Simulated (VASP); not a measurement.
Given:

```
BeZn3O4
1.0
   -2.18563     2.18563     4.33123
    2.18563    -2.18563     4.33123
    2.18563     2.18563    -4.33123
Be Zn O
1 3 4
Direct
  0.00000   0.00000   0.00000
  0.50000   0.50000   0.00000
  0.25000   0.75000   0.50000
  0.75000   0.25000   0.50000
  0.66909   0.66909   0.56126
  0.33091   0.89218   0.00000
  0.10782   0.10782   0.43874
  0.89218   0.33091   0.00000
```

Computed with PBEsol GGA, VASP's PBE PAW potentials (set 64) (plane waves; VASP). Run with 520 eV cut-off, 8×8×8 Γ-centred mesh, tetrahedra with Blöchl corrections, potentials Be Zn O.

The cores are frozen, which limits the accuracy of field gradients.

Q: Give the principal components of the electric field gradient (V/Å²) and the asymmetry η at each nucleus.

A: 
| atom | Vxx | Vyy | Vzz | η |
|---|---|---|---|---|
| Be1 | 0.0 | 0.0 | 0.0 | - |
| Zn2 | -24.0 | -24.0 | 47.9 | 0.00 |
| Zn3 | 8.9 | 8.9 | -17.9 | 0.00 |
| Zn4 | 8.9 | 8.9 | -17.9 | 0.00 |
| O5 | -4.3 | -0.3 | 4.6 | 0.85 |
| O6 | -4.3 | -0.3 | 4.6 | 0.85 |
| O7 | -4.3 | -0.3 | 4.6 | 0.85 |
| O8 | -4.3 | -0.3 | 4.6 | 0.85 |

The structure comes from a computed database's BeZn3O4 entry (I-42m); how it stands against other phases isn't given here. It was relaxed first.
